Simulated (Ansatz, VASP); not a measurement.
# Cross-check of Be (Beryllium) between VASP and Ansatz

Aim: how closely do two programs agree when they are given the same cell, functional and k mesh? The cell comes out of the VASP series on this material, whose earlier steps may have relaxed, scaled or displaced it; both programs get it as it stands.

Method: plane waves, with VASP 6.6.1 beside it; relaxation of cell and atoms at PBE, in Ansatz 0.2.0.

## (1) Set-up

The structure is hexagonal, space group P6_3/mmc (No. 194). Conventional cell: a = 2.265 Å, b = 2.265 Å, c = 3.563 Å, α = 90.00°, β = 90.00°, γ = 120.00°. Be has 12 Be at 2.21 to 2.27 Å nearest.

As a file:

```cif
data_structure
_symmetry_space_group_name_H-M 'P6_3/mmc'
_symmetry_Int_Tables_number 194
_cell_length_a 2.2650
_cell_length_b 2.2650
_cell_length_c 3.5633
_cell_angle_alpha 90.000
_cell_angle_beta 90.000
_cell_angle_gamma 120.000
_cell_volume 15.83
loop_
_atom_site_label
_atom_site_type_symbol
_atom_site_symmetry_multiplicity
_atom_site_Wyckoff_symbol
_atom_site_fract_x
_atom_site_fract_y
_atom_site_fract_z
_atom_site_occupancy
Be1 Be 2 c 0.66667 0.33333 0.75000 1
```

## (2) VASP: relaxation of cell and atoms, PBE

The relaxed volume is the usual yardstick between codes: its relative difference is about their pressure difference at one cell divided by the bulk modulus.

Lines of VASP's logs that name or quote its potential files are left out, and so is its time.

INCAR reads:

```
SYSTEM = Be
PREC = Accurate
ENCUT = 520
EDIFF = 1E-07
NELM = 100
ISMEAR = 1
SIGMA = 0.15
LREAL = .FALSE.
ALGO = Normal
GGA = PE
NBANDS = 8
LORBIT = 11
LWAVE = .FALSE.
LCHARG = .FALSE.
KPAR = 4
IBRION = 2
NSW = 50
ISIF = 3
EDIFFG = -0.005
LASPH = .TRUE.
```

POSCAR reads:

```
Be
1.0
    2.2650467189      0.0000000000      0.0000000000
   -1.1325233595      1.9615879994      0.0000000000
    0.0000000000      0.0000000000      3.5633117094
Be
2
Direct
    0.6666666667      0.3333333333      0.7500000000
    0.3333333333      0.6666666667      0.2500000000
```

KPOINTS reads:

```
Automatic mesh
0
Gamma
24 24 14
0 0 0
```

PAW data sets: Be (PBE family, release 64).

Launch:

```console
> mpirun -np 4 vasp_std
```

Numbers of over 12 decimals in the logs are rounded to 6 here.

The program printed:

```text
[banner, memory and clock lines left out]
running    4 mpi-ranks, on    1 nodes
 distrk:  each k-point on    1 cores,    4 groups
 distr:  one band on    1 cores,    1 groups

 POSCAR found type information on POSCAR Be
 POSCAR found :  1 types and       2 ions
 LDA part: xc-table for (Slater+PW92), standard interpolation
 POSCAR, INCAR and KPOINTS ok, starting setup
 FFT: planning ... GRIDC
 FFT: planning ... GRID_SOFT
 FFT: planning ... GRID
 WAVECAR not read
 entering main loop
       N       E                     dE             d eps       ncg     rms          rms(c)
DAV:   1    -0.352442982942E+01   -0.35244E+01   -0.17908E+03  7920   0.410E+02
DAV:   2    -0.758205541191E+01   -0.40576E+01   -0.39048E+01 12680   0.489E+01
DAV:   3    -0.759644758896E+01   -0.14392E-01   -0.14385E-01  8280   0.258E+00
DAV:   4    -0.759645646705E+01   -0.88781E-05   -0.88790E-05 11720   0.696E-02
DAV:   5    -0.759645646889E+01   -0.18380E-08   -0.16411E-08  8288   0.377E-04    0.121E+00
DAV:   6    -0.755046548878E+01    0.45991E-01   -0.61301E-03  9096   0.868E-01    0.744E-01
DAV:   7    -0.753209860575E+01    0.18367E-01   -0.67319E-03  9560   0.905E-01    0.276E-02
DAV:   8    -0.753207672133E+01    0.21884E-04   -0.11468E-05  8576   0.330E-02    0.941E-03
DAV:   9    -0.753207573180E+01    0.98954E-06   -0.28183E-06 10184   0.158E-02    0.963E-04
DAV:  10    -0.753207551482E+01    0.21697E-06   -0.64722E-09  7280   0.786E-04    0.262E-04
DAV:  11    -0.753207538943E+01    0.12539E-06   -0.29657E-09  3992   0.530E-04    0.540E-06
DAV:  12    -0.753207538596E+01    0.34684E-08   -0.14625E-10  3928   0.124E-04
   1 F= -.75320754E+01 E0= -.75319578E+01  d E =-.753208E+01
 curvature:   0.00 expect dE= 0.000E+00 dE for cont linesearch  0.000E+00
 trial: gam= 0.00000 g(F)=  0.624E-53 g(S)=  0.179E-05 ort = 0.000E+00 (trialstep = 0.100E+01)
 search vector abs. value=  0.179E-05
 reached required accuracy - stopping structural energy minimisation
```

OUTCAR, selected parts (step 2):

```text
ion  position               nearest neighbor table
   1  0.667  0.333  0.750-   2 2.21   2 2.21   2 2.21   2 2.21   2 2.21   2 2.21
   2  0.333  0.667  0.250-   1 2.21   1 2.21   1 2.21   1 2.21   1 2.21   1 2.21

  LATTYP: Found a hexagonal cell.
 ALAT       =     2.2650467189
 C/A-ratio  =     1.5731736037

 Subroutine GETGRP returns: Found 24 space group operations
 (whereof 12 operations were pure point group operations)

The static configuration has the point symmetry D_3d.
 The point group associated with its full space group is D_6h.

 Found    488 irreducible k-points:

   k-points           NKPTS =    488   k-points in BZ     NKDIM =    488   number of bands    NBANDS=      8

   dimension x,y,z NGX =    18 NGY =   18 NGZ =   28
   dimension x,y,z NGXF=    36 NGYF=   36 NGZF=   56

   ENCUT  =  520.0 eV  38.22 Ry    6.18 a.u.   4.21  4.21  6.63*2*pi/ulx,y,z

   NELECT =       4.0000    total number of electrons

 k-points in reciprocal lattice and weights: Automatic mesh
   0.00000000  0.00000000  0.00000000       0.000
   0.04166667  0.00000000  0.00000000       0.001
   0.08333333  0.00000000  0.00000000       0.001
   0.12500000  0.00000000  0.00000000       0.001
   0.16666667  0.00000000  0.00000000       0.001
   0.20833333  0.00000000  0.00000000       0.001
   0.25000000  0.00000000  0.00000000       0.001
   0.29166667  0.00000000  0.00000000       0.001
   0.33333333  0.00000000  0.00000000       0.001
[...]
0.33333333  0.29166667  0.50000000       0.001
   0.33333333  0.33333333  0.50000000       0.000

 average (electrostatic) potential at core
       1 -32.7476       2 -32.7476

 E-fermi :   6.9677

 k-point     1 :       0.0000    0.0000    0.0000
  band No.  band energies     occupation
      1      -4.3296      2.00000
      2       2.5869      2.00000
      3       8.1384     -0.00000
      4      22.9767      0.00000
      5      22.9767      0.00000
      6      25.8264      0.00000
      7      25.8264      0.00000
    ...

 k-point     2 :       0.0417    0.0000    0.0000
  band No.  band energies     occupation
      1      -4.2797      2.00000
      2       2.6522      2.00000
      3       8.1534     -0.00000
      4      22.5493      0.00000
      5      22.6424      0.00000
      6      25.8339      0.00000
      7      26.0164      0.00000
    ...

 k-point     3 :       0.0833    0.0000    0.0000
  band No.  band energies     occupation
      1      -4.1301      2.00000
      2       2.8481      2.00000
      3       8.1966     -0.00000
      4      21.4264      0.00000
      5      21.8880      0.00000
      6      25.8236      0.00000
      7      26.3169      0.00000
    ...

  Total        0.0030972      0.0030972      0.0074109     -0.0000000      0.0000000      0.0000000
  in kB        0.3134326      0.3134326      0.7499710     -0.0000000      0.0000000      0.0000000
  external PRESSURE =       0.4589454 kB  Pullay stress =       0.0000000 kB

  energy-cutoff  :      520.00
  volume of cell :       15.83
      direct lattice vectors                 reciprocal lattice vectors
     2.265046719  0.000000000  0.000000000     0.441491997  0.254895524  0.000000000
    -1.132523359  1.961587999  0.000000000     0.000000000  0.509791047  0.000000000
     0.000000000  0.000000000  3.563311709     0.000000000  0.000000000  0.280637812

 POSITION                                       TOTAL-FORCE (eV/Angst)
 -----------------------------------------------------------------------------------
      1.13252      0.65386      2.67248         0.000000      0.000000      0.000000
     -0.00000      1.30773      0.89083        -0.000000     -0.000000      0.000000
 -----------------------------------------------------------------------------------
    total drift:                                0.000000     -0.000000      0.000000

  FREE ENERGIE OF THE ION-ELECTRON SYSTEM (eV)
  ---------------------------------------------------
  free  energy   TOTEN  =        -7.5320753860 eV

  energy  without entropy=       -7.5317224958  energy(sigma->0) =       -7.53195776

 reached required accuracy - stopping structural energy minimisation

 total charge
# of ion       s       p       d       tot
------------------------------------------
    1        0.405   0.767   0.000   1.172
    2        0.405   0.767   0.000   1.172
--------------------------------------------------
tot          0.810   1.534   0.000   2.345

[... 3 further parts left out ...]
```

CONTCAR:

```
Be
   1.00000000000000
     2.2650467188999999    0.0000000000000000    0.0000000000000000
    -1.1325233594999999    1.9615879994000001    0.0000000000000000
     0.0000000000000000    0.0000000000000000    3.5633117094000002
  Be
     2
Direct
     0.6666666667000030    0.3333333332999970    0.7500000000000000
     0.3333333332999970    0.6666666667000030    0.2500000000000000
```

## (3) Ansatz: relaxation of cell and atoms, PBE

Ansatz runs on its default PAW (the set named soft_2) files.

The same cell, functional, mesh and smearing now go to Ansatz, which takes its cutoff from its data sets.

input.yaml reads:

```yaml
crystal:
  lattice:
    - [2.2650467189, 0.0, 0.0]
    - [-1.1325233595, 1.9615879994, 0.0]
    - [0.0, 0.0, 3.5633117094]
  atoms:
    - { symbol: Be, position: [0.6666666667, 0.3333333333, 0.75] }
    - { symbol: Be, position: [0.3333333333, 0.6666666667, 0.25] }
hamiltonian:
  xc: pbe
  pseudopotentials: { kind: paw }
kpoints:
  mp_grid: { grid: [24, 24, 14] }
scf:
  occupations: { method: methfessel_paxton, width: 0.15 }
relax:
  f_tol: 0.01
  max_steps: 60
  cell: { stress_tol: 0.05 }
output:
  forces: true
  stress: true
  write_density: true
  write_potential: true
  elf: true
  volumetric_format: npy
```

Launch:

```console
> ansatz run input.yaml --threads 4 --pin off --max-ram 9216MiB --backend cpu --events-out ev --progress --plain --runs-dir out
```

The program printed:

```text
Engine: ansatz 0.2.0, aarch64-unknown-linux-gnu
Pseudopotentials: kind: paw
Pseudopotential: Be, paw, valence charge 2, recommended cutoff 420 eV (normal), Be.paw.azcp
Functional definition: PBE
  parameter kappa = 0.804
  parameter beta = 0.066725
  exchange = pbe_x(kappa = kappa, mu = beta*pi^2/3)
  correlation = pbe_c(beta = beta)
Crystal: 2 atoms, lattice volume = 15.832 Å³
Basis set: ecut = 420 eV, 311 PW (Γ), exchange–correlation on 32×32×48 points (8 copies of the dense FFT grid, shifted against one another)
Bands: 6, of which v1, the nominal top of the filled ones, is band 2 counted from 1 (1 counted from 0)
Symmetry: 24 space group operations
Space group: P63/mmc (ITA 194), of the structure as read, at distance tolerance 2.5e-5 Å
k-points: 488 of 8064
Non-local potential: Be, projectors of the file, l = 0: 2, l = 1: 2, l = 2: 1
PAW form: soft (Blöchl's): semilocal exchange-correlation on the pseudo side does not see the compensation charge
PAW one-centre angular grid: Be, 110 points (default); XC on 64 Gauss nodes
Initial density: superposition of atomic densities (neutral atoms: chi_scale 0, normalization atom), corrected by the library's trained network
Initial wavefunctions: pseudopotential atomic-orbital guess
Functional: x = pbe(κ = 0.804, μ = 0.219515), c = pbe(β = 0.066725)
SCF iter   1: F=—  HF=-185.525792 eV  |F-HF|=—  |Δ(HF+E_count)|=         —  Δρ=1.18e-3  dr2=1.52e-4  ethr=1.77e-3  ⟨swp⟩=5.3  Hψ=24802  notcnv=0
preconditioner: auto → none  [metal: Δε(μ)=0.007 eV  Ē_g=12.878 eV  σ=0.150 eV  W_gap=0.04  n_scr=2 (ndim 8)  ℏωp=18.7 eV  f_vac=0.000  D(μ)=0.24/eV (n_scr^D=0)  sad-step TF]
SCF iter   2: F=—  HF=-185.525813 eV  |F-HF|=—  |Δ(HF+E_count)|=   2.10e-5  S|Δr|=    0.00e0  Δρ=7.35e-4  dr2=6.05e-5  ethr=3.79e-6  ⟨swp⟩=1.3  Hψ=7002  notcnv=0
SCF iter   3: F=—  HF=-185.525859 eV  |F-HF|=—  |Δ(HF+E_count)|=   4.53e-5  S|Δr|=    0.00e0  Δρ=2.57e-5  dr2=5.78e-8  ethr=2.50e-9  ⟨swp⟩=5.9  Hψ=12033  notcnv=0
SCF iter   4: F=-185.525858 eV  HF=-185.525858 eV  |F-HF|=2.53e-11  |Δ(HF+E_count)|=   3.01e-7  S|Δr|=    0.00e0  Δρ=2.15e-6  dr2=4.86e-10  ethr=1.45e-9  ⟨swp⟩=5.7  Hψ=8939  notcnv=0
SCF 1 converged in 4 iterations: F = -185.525858 eV  dr2 = 4.86e-10
  greatest PAW one-centre occupation: 0.360 electrons in one spin orbital (limit 2), on the Be atom at site 1 (counted from 0), in its partial waves of l = 0
relax step   1: F+E_penalty+E_count = -185.52585832 eV  Δ(F+E_penalty+E_count) = +0.000e0 eV  max|allowed force component| = 6.476e-17 eV/Å  Δτ_max = 0.0000 Å  P = -0.109 GPa  Ω = 15.832 Å³  (4 SCF iters, dr2 threshold 1.00e-7 eV, accepted)
[...]
relax step   2: F+E_penalty+E_count = -185.52586434 eV  Δ(F+E_penalty+E_count) = -6.021e-6 eV  max|allowed force component| = 9.252e-17 eV/Å  Δτ_max = 0.0000 Å  P = -0.049 GPa  Ω = 15.824 Å³  energy of the carried Pulay correction = +2.191e-6 eV  (2 SCF iters, dr2 threshold 2.98e-8 eV, accepted)
[...]
relax step   3: F+E_penalty+E_count = -185.52586247 eV  Δ(F+E_penalty+E_count) = +1.867e-6 eV  max|allowed force component| = 2.961e-16 eV/Å  Δτ_max = 0.0000 Å  P = -0.048 GPa  Ω = 15.824 Å³  stress off target by 4.92e-2 GPa  SCF on the basis re-selected at this cell (its energy is not comparable with the rows above)  (3 SCF iters)
basis re-selected at this cell: Δ(F+E_penalty+E_count) = +1.867e-6 eV, ΔP = +0.000 GPa vs the last step (what re-selecting the basis moved, of the pressure what is left beyond the Pulay correction that the steps carried, after the strain that the cell walked since its last selection, with what the two solves' SCF thresholds leave and, on support functions, any second-order correction that the steps lacked; it is no m [...]
SCF converged after 3 iterations
Stability not checked: this state was not tested for a lower state beside it, because cold or Methfessel-Paxton smearing, or corrected tetrahedra, fill the levels in a way that the test cannot read (fill_not_monotonic; see scf.lower_state_search)
Free energy (F): -185.525862 eV
Harris-Foulkes:  -185.525862 eV  (|F-HF|=7.56e-12)
Internal energy: -185.525511 eV  (E = F + TS)
E sigma→0 (E₀):  -185.525775 eV
Entropy (-TS):   -0.000351 eV (-0.176 meV/atom)
Fermi energy:    8.071665 eV
--- Per-component energies (eV) ---
  E_band       = 12.261304
  E_kinetic    = 42.064358
  E_local      = 5.661952  (includes V_loc(G=0)·N_el)
  E_nonlocal   = 8.878478
  E_hartree    = 0.082215
  E_xc         = -39.597263
  E_vxc        = -41.655255  (∫ρ·V_xc dr)
  E_paw        = -119.148326  (= ΣΔE_a)
  E_vpaw       = -2.852659  (= ΣTr[D̂ρ^β])
  E_aug_tail   = -0.000001  (compensation charges beyond the density's cutoff)
  E_ewald      = -83.466924
  E_smearing   = -0.000351  (= −TS)
  E_closure    = -0.000000  (closes the sum)
  Σ components = -185.525862   (vs F -185.525862, Δ=0.00e0)
--- Forces (eV/Å), atoms counted from 1 ---
  atom   1  Be     0.00000000     0.00000000    -0.00000000
  atom   2  Be    -0.00000000    -0.00000000     0.00000000
  max |Σ_I F_I| component: 0.00e0 eV/Å
--- Stress (GPa, compression-positive) ---
       -0.047937       0.000000       0.000000
        0.000000      -0.047937       0.000000
        0.000000       0.000000      -0.049172
  P = ⅓ Tr σ = -0.0483 GPa (-0.483 kbar)
--- Band table (eV; the first three rows and the last of 488) ---
  k-point 0: bands = ["-3.2251", "3.6882", "9.2436", "24.0814", "24.0814", "26.9380"]
  k-point 1: bands = ["-3.1809", "3.4168", "9.6184", "24.1220", "24.1220", "26.9242"]
  k-point 2: bands = ["-3.0481", "2.7593", "10.5848", "24.2419", "24.2419", "26.8772"]
  k-point 487: bands = ["6.9851", "6.9851", "8.4817", "8.4817", "14.3980", "14.3980"]
--- Relaxed structure (2 steps of the walk, 2 accepted, 1 SCFs on fresh bases) ---
  F+E_penalty+E_count = -185.52586247 eV   max|allowed force component| = 2.961e-16 eV/Å   (the final SCF, on the basis selected at the relaxed cell)
  cell:  # Å, volume = 15.8243 Å³
    - [2.264655, 2.8862450812889397e-11, 0]
    - [-1.132327, 1.961249, 0]
    - [0.0, 0, 3.562784]
  atoms:
    - { symbol: Be, position: [0.666667, 0.333333, 0.75] }
    - { symbol: Be, position: [0.333333, 0.666667, 0.25] }
```

The job ended after 2.8 s (4 threads of Arm Neoverse V1, shared host; peak memory 0.44 GiB; 10 s of CPU time).

## (4) Differences

Known differences besides the PAW data sets themselves: both relaxations stop at a tolerance, which leaves soft axes loose, and VASP keeps its plane-wave basis; the cutoff is 420 eV in Ansatz and 520 eV in VASP; Ansatz adds a Pulay correction to the stress that steers its cell, VASP none. Total energies have different zeros and are not compared.

Compared:

| quantity | Ansatz | VASP | difference |
| --- | --- | --- | --- |
| volume (Å³) | 15.82 | 15.83 | -0.05 % |
| edge a after relaxation, in the typed setting (Å) | 2.265 | 2.265 | -0.01 % |
| edge c after relaxation, in the typed setting (Å) | 3.563 | 3.563 | -0.01 % |

The walks stopped with -0.05 GPa left in Ansatz and 0.05 GPa in VASP; each walk ends within a tolerance, so the volume difference is uncertain by about these residues over the bulk modulus, most in soft cells.

## (5) Outcome

```yaml
difference_in_volume_relaxation_of_cell_and_atoms_pbe: -0.049 %
```

What this shows: The difference in volume is -0.049 % (relaxation of cell and atoms, PBE), within the 1.2 % picked in this series as the mark of a large difference, as far as the stopping tolerances let one tell. How closely two codes agree says nothing of how well the functional describes the real material.

[Lines on the potential files, build, host, timing and source positions are cut from VASP's logs without a mark.]

[Logs are printed without paths, hosts, clocks, repeated set-up lines and the standing remarks that a program may print on its own settings, such as how far it seeks lower states.]

[Hosts, paths, dates, database ids (printed as entryN), source tags and the programs' standing remarks are cut or masked in the printed files.]
